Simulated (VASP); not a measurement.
Computed with PBEsol GGA, VASP's PBE PAW potentials (set 64) (plane waves; VASP 6.6.1).

VASP ran on this input.

**POSCAR**
```
NbSi
1.0
  3.1254150632   0.0000000000   0.0000000000
  0.0000000000   3.1254150632   0.0000000000
  0.0000000000   0.0000000000   3.1254150632
Nb Si
1 1
direct
  0.0000000000   0.0000000000   0.0000000000
  0.5000000000   0.5000000000   0.5000000000
```

**INCAR**
```
ALGO=Normal
EDIFF=1E-6
EDIFFG=-0.01
ENCUT=400
GGA=PS
IBRION=2
ISIF=3
ISMEAR=1
LASPH=T
LCHARG=F
LMAXMIX=4
LREAL=F
LWAVE=F
NELM=100
NSW=60
PREC=Accurate
SIGMA=0.1
SYSTEM=NbSi
```

File KPOINTS:
```
Automatic mesh
0
Gamma
11 11 11
0 0 0
```

POTCAR, in this order: Nb_sv Si (PBE.64 set). Program: vasp_std.

The run wrote:

### OSZICAR
```
       N       E                     dE             d eps       ncg     rms          rms(c)
DAV:   1     0.103635385457E+03    0.10364E+03   -0.75294E+03  1360   0.110E+03
DAV:   2    -0.120826613845E+02   -0.11572E+03   -0.11186E+03  1556   0.379E+02
DAV:   3    -0.179140269011E+02   -0.58314E+01   -0.53298E+01  2148   0.637E+01
DAV:   4    -0.181431962894E+02   -0.22917E+00   -0.22765E+00  1880   0.132E+01
DAV:   5    -0.181554243055E+02   -0.12228E-01   -0.12220E-01  2244   0.258E+00    0.900E+00
DAV:   6    -0.172548631152E+02    0.90056E+00   -0.38463E+00  2208   0.175E+01    0.296E+00
DAV:   7    -0.172374743322E+02    0.17389E-01   -0.94621E-02  1584   0.267E+00    0.168E+00
DAV:   8    -0.172296447948E+02    0.78295E-02   -0.31814E-02  2056   0.161E+00    0.331E-01
DAV:   9    -0.172298727532E+02   -0.22796E-03   -0.25339E-03  2116   0.425E-01    0.148E-01
DAV:  10    -0.172299208467E+02   -0.48094E-04   -0.36483E-04  1844   0.252E-01    0.257E-02
DAV:  11    -0.172299095181E+02    0.11329E-04   -0.19541E-05  1732   0.626E-02    0.151E-02
DAV:  12    -0.172299094683E+02    0.49781E-07   -0.17215E-06  1320   0.216E-02
   1 F= -.17229909E+02 E0= -.17229800E+02  d E =-.172299E+02
       N       E                     dE             d eps       ncg     rms          rms(c)
DAV:   1    -0.172308157330E+02   -0.90621E-03   -0.29188E-02  1488   0.252E+00    0.244E-01
DAV:   2    -0.172299607757E+02    0.85496E-03   -0.35287E-03  2012   0.785E-01    0.768E-02
DAV:   3    -0.172298529324E+02    0.10784E-03   -0.35579E-04  2108   0.180E-01    0.265E-02
DAV:   4    -0.172298582708E+02   -0.53384E-05   -0.67596E-05  2332   0.560E-02    0.192E-02
DAV:   5    -0.172298683237E+02   -0.10053E-04   -0.26558E-05  2504   0.437E-02    0.125E-02
DAV:   6    -0.172298683160E+02    0.77016E-08   -0.42332E-06  1892   0.183E-02
   2 F= -.17229868E+02 E0= -.17229755E+02  d E =0.411523E-04
       N       E                     dE             d eps       ncg     rms          rms(c)
DAV:   1    -0.172303607468E+02   -0.49242E-03   -0.13397E-02  1456   0.171E+00    0.167E-01
DAV:   2    -0.172299581711E+02    0.40258E-03   -0.15922E-03  2008   0.530E-01    0.525E-02
DAV:   3    -0.172299075766E+02    0.50595E-04   -0.16647E-04  2112   0.124E-01    0.182E-02
DAV:   4    -0.172299121177E+02   -0.45411E-05   -0.30303E-05  2312   0.373E-02    0.128E-02
DAV:   5    -0.172299193903E+02   -0.72726E-05   -0.11787E-05  2464   0.287E-02    0.872E-03
DAV:   6    -0.172299215022E+02   -0.21119E-05   -0.15489E-06  1180   0.125E-02    0.822E-04
DAV:   7    -0.172299214261E+02    0.76137E-07   -0.38063E-07   756   0.659E-03
   3 F= -.17229921E+02 E0= -.17229811E+02  d E =-.119578E-04
```

OUTCAR:
```
------------------------ aborting loop because EDIFF is reached ----------------------------------------
  FORCE on cell =-STRESS in cart. coord.  units (eV):
  Direction    XX          YY          ZZ          XY          YZ          ZX
  --------------------------------------------------------------------------------------
  Total        0.0000320      0.0000320      0.0000320      0.0000000     -0.0000000      0.0000000
  in kB        0.0016773      0.0016773      0.0016773      0.0000000     -0.0000000      0.0000000
  external PRESSURE =       0.0016773 kB  Pullay stress =       0.0000000 kB
  volume of cell :       30.56
      direct lattice vectors                 reciprocal lattice vectors
     3.126283654  0.000000000 -0.000000000     0.319868608 -0.000000000  0.000000000
     0.000000000  3.126283654 -0.000000000    -0.000000000  0.319868608 -0.000000000
     0.000000000  0.000000000  3.126283654     0.000000000  0.000000000  0.319868608
 POSITION                                       TOTAL-FORCE (eV/Angst)
 -----------------------------------------------------------------------------------
      0.00000      0.00000      0.00000        -0.000000     -0.000000      0.000000
      1.56314      1.56314      1.56314         0.000000      0.000000      0.000000
 -----------------------------------------------------------------------------------
    total drift:                               -0.000000      0.000000     -0.000000
  FREE ENERGIE OF THE ION-ELECTRON SYSTEM (eV)
  ---------------------------------------------------
  free  energy   TOTEN  =       -17.2299214261 eV

  energy  without entropy=      -17.2295890455  energy(sigma->0) =      -17.22981063

 reached required accuracy - stopping structural energy minimisation
```
(Selected blocks of OUTCAR.)

**CONTCAR**
```
NbSi
   1.00000000000000
     3.1262836540877581    0.0000000000000000   -0.0000000000000000
     0.0000000000000000    3.1262836540877581   -0.0000000000000000
     0.0000000000000000    0.0000000000000000    3.1262836540877581
  Nb              Si
     1     1
Direct
     0.0000000000000000    0.0000000000000000    0.0000000000000000
     0.5000000000000000    0.5000000000000000    0.5000000000000000
```

The structure was generated: NbSi was put into the CsCl type type (Pm-3m), which need not be its known phase. This run relaxes it. Symmetry was kept, so distortions that lower it aren't found. The start is the result of an earlier pass. The electron count is odd and the run is not spin-polarised, which forces a metal.
